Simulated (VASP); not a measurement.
VASP ran on this input.

**KPOINTS**
```
kpoints
0
gamma
  7 7 2
0 0 0
```

INCAR:
```
! general
SYSTEM  =MoS2
PREC    =Accurate
ENCUT   =520
LREAL   =.FALSE.
LASPH   =.TRUE.

! electronic loop
EDIFF   =1E-6
NELM    =100
ALGO    =Normal
LMAXMIX =4
LMIXTAU =.TRUE.

! smearing
ISMEAR  =0
SIGMA   =0.05

! functional
METAGGA =R2SCAN
LUSE_VDW=.TRUE.
BPARAM  =11.95
CPARAM  =0.0093

! ions
IBRION  =2
NSW     =60
ISIF    =3
EDIFFG  =-0.02

! output
LWAVE   =.FALSE.
LCHARG  =.FALSE.
```

**POSCAR**
```
MoS2
1
    1.5722346151    -2.7231899629    -0.0000000000
    1.5722346151     2.7231899629    -0.0000000000
   -0.0000000000     0.0000000000    12.2507151946
Mo S
2 4
Direct
  0.3333330000   0.6666670000   0.2500000000
  0.6666670000   0.3333330000   0.7500000000
  0.3333330000   0.6666670000   0.8771619694
  0.6666670000   0.3333330000   0.3771619694
  0.6666670000   0.3333330000   0.1228380306
  0.3333330000   0.6666670000   0.6228380306
```

POTCAR, in this order: Mo_sv S (PBE.64 set). Program: vasp_std.

**Question.** Translate this r2SCAN+rVV10 calculation to Ansatz.

**Answer.** One equivalent input (not run):
Ansatz 0.2 input:
```yaml
crystal:
  lattice:
    - [1.5722346, -2.7231900, 0.0000000]
    - [1.5722346, 2.7231900, 0.0000000]
    - [0.0000000, 0.0000000, 12.2507152]
  atoms:
    - { symbol: Mo, position: [0.3333330, 0.6666670, 0.2500000] }
    - { symbol: Mo, position: [0.6666670, 0.3333330, 0.7500000] }
    - { symbol: S, position: [0.3333330, 0.6666670, 0.8771620] }
    - { symbol: S, position: [0.6666670, 0.3333330, 0.3771620] }
    - { symbol: S, position: [0.6666670, 0.3333330, 0.1228380] }
    - { symbol: S, position: [0.3333330, 0.6666670, 0.6228380] }
kpoints:
  mp_grid: { grid: [7, 7, 2] }
hamiltonian:
  xc: r2scan
  dispersion: rvv10
  pseudopotentials: { kind: paw }
scf:
  occupations: { method: gaussian, width: 0.05 }
  max_iter: 100
relax:
  max_steps: 60
  f_tol: 0.02
  cell: {}
output: { forces: true, stress: true, eigenvalues: true }
```
The two are equivalent in intent, not identical: each code has its own PAW files, so the cut-off isn't converted (ENCUT is set for VASP's; basis.ecutwfc is left out, and Ansatz then takes the one that its files recommend); Ansatz stops its SCF on the density residual and VASP on the energy change (EDIFF).

The compound is MoS2 in the 2H layered structure. This run relaxes it. Symmetry was kept, so distortions that lower it aren't found. The start is the result of an earlier pass.
